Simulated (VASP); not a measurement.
Data:

```yaml
crystal:
  lattice:
    - [-2.52071, 2.52071, 2.52071]
    - [2.52071, -2.52071, 2.52071]
    - [2.52071, 2.52071, -2.52071]
  atoms:
    - { symbol: K, position: [0.00000, 0.00000, 0.00000] }
```

These are LDA (Ceperley-Alder, Perdew-Zunger), VASP's LDA PAW potentials (set 64) (plane waves; VASP 6.6.1) values and carry that method's errors. Numerical set-up: 500 eV cut-off, 10×10×10 Γ-centred mesh, first-order Methfessel-Paxton smearing of 0.10 eV, potentials K_sv.

Q: Predict the energy per atom (σ→0), band gap (on the k-mesh) with the smallest direct gap where there is one.

A: 
```json
{
  "band gap (on the k-mesh)": "none (metal, semimetal or under 0.01 eV)",
  "energy per atom (σ→0)": "-1.161 eV/atom"
}
```

The absolute energy has meaning only against runs of the same code, potentials and settings.

The compound is K in the bcc structure. It was relaxed first, which changed the volume by -13 %.
